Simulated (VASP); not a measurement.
Energy against volume of GaN (zinc blende). Computed with PBE GGA, VASP's PBE PAW potentials (set 64) (plane waves; VASP).

| V (Å³/atom) | E (eV/atom) |
|---|---|
| 11.069 | -6.05171 |
| 11.422 | -6.07088 |
| 11.776 | -6.07678 |
| 12.129 | -6.07144 |
| 12.482 | -6.05652 |

Q: Fit a third-order Birch-Murnaghan equation of state.

A: 
The volume per atom comes out as 11.77 Å³/atom and the bulk modulus is 170 GPa. The pressure derivative of the bulk modulus is 4.44 and the lattice constant a comes out as 4.550 Å.

Measured: a 4.500 Å at 300 K (computed value off by +1.1 %), as given by I. Vurgaftman et al., Journal of Applied Physics (2001), doi:10.1063/1.1368156. The calculation is for a static lattice, while the measured a holds thermal and zero-point effects, which are part of the difference.

The compound is GaN in the zinc blende structure, a metastable form; wurtzite is the usual one. It was relaxed first.
